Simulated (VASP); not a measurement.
Output of a VASP run:

### OSZICAR
```
...
DAV:   7    -0.266653626100E+02    0.96554E-01   -0.26686E-01  6622   0.310E+00    0.454E+00
DAV:   8    -0.266410946860E+02    0.24268E-01   -0.45011E-02  7595   0.182E+00    0.296E-01
DAV:   9    -0.266405330368E+02    0.56165E-03   -0.12721E-03  7063   0.288E-01    0.168E-01
DAV:  10    -0.266404013523E+02    0.13168E-03   -0.31406E-04  7098   0.180E-01    0.386E-02
DAV:  11    -0.266403959623E+02    0.53900E-05   -0.32803E-05  7476   0.474E-02    0.149E-02
DAV:  12    -0.266403959089E+02    0.53406E-07   -0.12016E-06  4725   0.838E-03
   1 F= -.25388140E+02 E0= -.25388120E+02  d E =-.253881E+02
       N       E                     dE             d eps       ncg     rms          rms(c)
DAV:   1    -0.271526980391E+02   -0.51230E+00   -0.14452E+01  6720   0.477E+01    0.114E+01
DAV:   2    -0.265889970449E+02    0.56370E+00   -0.27492E+00  6615   0.151E+01    0.151E+00
DAV:   3    -0.265403325081E+02    0.48665E-01   -0.89211E-02  6503   0.251E+00    0.885E-01
DAV:   4    -0.265260921594E+02    0.14240E-01   -0.26761E-02  7154   0.161E+00    0.808E-01
DAV:   5    -0.265256820208E+02    0.41014E-03   -0.29926E-03  7357   0.564E-01    0.302E-01
DAV:   6    -0.265256163004E+02    0.65720E-04   -0.76938E-04  6748   0.181E-01    0.211E-02
DAV:   7    -0.265256135181E+02    0.27823E-05   -0.29584E-05  7210   0.448E-02    0.155E-02
DAV:   8    -0.265256128456E+02    0.67250E-06   -0.89005E-07  4452   0.746E-03
   2 F= -.25346943E+02 E0= -.25346896E+02  d E =0.411970E-01
       N       E                     dE             d eps       ncg     rms          rms(c)
DAV:   1    -0.269300532551E+02   -0.40444E+00   -0.68833E+00  6769   0.340E+01    0.741E+00
DAV:   2    -0.266606587782E+02    0.26939E+00   -0.17247E+00  6678   0.110E+01    0.983E-01
DAV:   3    -0.266353545263E+02    0.25304E-01   -0.76281E-02  6349   0.181E+00    0.544E-01
DAV:   4    -0.266287633066E+02    0.65912E-02   -0.14004E-02  7196   0.110E+00    0.423E-01
DAV:   5    -0.266285384374E+02    0.22487E-03   -0.22528E-03  7336   0.472E-01    0.273E-01
DAV:   6    -0.266284486590E+02    0.89778E-04   -0.74825E-04  6769   0.184E-01    0.118E-02
DAV:   7    -0.266284484605E+02    0.19848E-06   -0.16150E-05  7014   0.329E-02    0.101E-02
DAV:   8    -0.266284484221E+02    0.38460E-07   -0.87561E-07  4503   0.636E-03
   3 F= -.25400608E+02 E0= -.25400574E+02  d E =-.124684E-01
       N       E                     dE             d eps       ncg     rms          rms(c)
DAV:   1    -0.266279933168E+02    0.45514E-03   -0.65163E-04  6860   0.323E-01    0.719E-02
DAV:   2    -0.266279687716E+02    0.24545E-04   -0.14347E-04  6727   0.102E-01    0.973E-03
DAV:   3    -0.266279665830E+02    0.21886E-05   -0.55183E-06  6244   0.165E-02    0.554E-03
DAV:   4    -0.266279660948E+02    0.48824E-06   -0.11871E-06  3122   0.108E-02
   4 F= -.25400611E+02 E0= -.25400577E+02  d E =-.124711E-01
       N       E                     dE             d eps       ncg     rms          rms(c)
DAV:   1    -0.266282033088E+02   -0.23673E-03   -0.19893E-02  6552   0.145E+00    0.130E-01
DAV:   2    -0.266277707781E+02    0.43253E-03   -0.80729E-04  7406   0.250E-01    0.659E-02
DAV:   3    -0.266276344684E+02    0.13631E-03   -0.35631E-04  7525   0.149E-01    0.242E-02
DAV:   4    -0.266276341305E+02    0.33791E-06   -0.21913E-05  6237   0.350E-02    0.736E-03
DAV:   5    -0.266276340468E+02    0.83709E-07   -0.93374E-07  4368   0.827E-03
   5 F= -.25400789E+02 E0= -.25400752E+02  d E =-.177950E-03
```

File OUTCAR:
```
------------------------ aborting loop because EDIFF is reached ----------------------------------------
  FORCE on cell =-STRESS in cart. coord.  units (eV):
  Direction    XX          YY          ZZ          XY          YZ          ZX
  --------------------------------------------------------------------------------------
  Total        1.2673638      1.2673638      1.1726009      0.0000000      0.0000000     -0.0000000
  in kB       51.6513333     51.6513333     47.7892790      0.0000000      0.0000000     -0.0000000
  external PRESSURE =       0.3639818 kB  Pullay stress =      50.0000000 kB
  volume of cell :       39.31
      direct lattice vectors                 reciprocal lattice vectors
    -1.589793097  1.589793097  3.888562988     0.000000000  0.314506335  0.128582204
     1.589793097 -1.589793097  3.888562988     0.314506335  0.000000000  0.128582204
     1.589793097  1.589793097 -3.888562988     0.314506335  0.314506335  0.000000000
 POSITION                                       TOTAL-FORCE (eV/Angst)
 -----------------------------------------------------------------------------------
      1.58979      1.58979      1.28969         0.000000      0.000000      0.002353
      0.00000      0.00000      2.59888        -0.000000     -0.000000     -0.002353
      0.00000      0.00000      7.77713        -0.000000     -0.000000      0.000000
 -----------------------------------------------------------------------------------
    total drift:                               -0.000000     -0.000000      0.000000
  FREE ENERGIE OF THE ION-ELECTRON SYSTEM (eV)
  ---------------------------------------------------
  free  energy   TOTEN  =       -26.6276340468 eV

  energy  without entropy=      -26.6275247295  energy(sigma->0) =      -26.62759761
  enthalpy is  TOTEN    =       -25.4007888544 eV   P V=        1.2268451924

 reached required accuracy - stopping structural energy minimisation
```
(Selected blocks of OUTCAR.)

**POSCAR**
```
WSi2
1
   -1.6018400607     1.6018400607     3.9096280755
    1.6018400607    -1.6018400607     3.9096280755
    1.6018400607     1.6018400607    -3.9096280755
Si W
2 1
Direct
  0.6655364187   0.6655364187   0.0000000000
  0.3344635813   0.3344635813   0.0000000000
  0.0000000000   0.0000000000   0.0000000000
```

Question: Reconstruct the remaining input files.

Answer: This is not unique; one that fits is the input of the run itself, PBEsol GGA, plane waves, VASP's PBE PAW potentials (set 64).

INCAR:
```
SYSTEM = WSi2
PREC = Accurate
ENCUT = 500
EDIFF = 1E-6
NELM = 100
ALGO = Normal
LREAL = .FALSE.
LASPH = .TRUE.
ISMEAR = 1
SIGMA = 0.1
GGA = PS
LMAXMIX = 6
LWAVE = .FALSE.
LCHARG = .FALSE.
IBRION = 2
ISIF = 3
NSW = 40
EDIFFG = -0.02
PSTRESS = 50
```

### KPOINTS
```
Automatic mesh
0
Gamma
13 13 13
0 0 0
```

POTCAR, in this order: Si W_sv (PBE.64 set). Program: vasp_std.

Energy and stress use the plane-wave basis of the starting cell.

The compound is WSi2 in the MoSi2 type structure. This run relaxes it under an external pressure of 5 GPa. Symmetry was kept, so distortions that lower it aren't found.
